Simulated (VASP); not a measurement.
Input:

```yaml
crystal:
  lattice:
    - [0.00000, 2.53373, 2.53373]
    - [2.53373, 0.00000, 2.53373]
    - [2.53373, 2.53373, 0.00000]
  atoms:
    - { symbol: Zr, position: [0.00000, 0.00000, 0.00000] }
    - { symbol: O, position: [0.25000, 0.25000, 0.25000] }
    - { symbol: O, position: [0.75000, 0.75000, 0.75000] }
```

The numbers are results of PBEsol GGA, VASP's PBE PAW potentials (set 64) (plane waves; VASP), not measurements. Settings: 520 eV cut-off, Gaussian smearing of 0.050 eV, potentials Zr_sv O.

What does the run give for the band gap (along the path) with the smallest direct gap where there is one?

```json
{
  "band gap (along the path)": "3.32 eV",
  "smallest direct gap (along the path)": "3.75 eV"
}
```

The structure comes from a computed database's ZrO2 entry (Fm-3m); how it stands against other phases isn't given here. It was relaxed first.
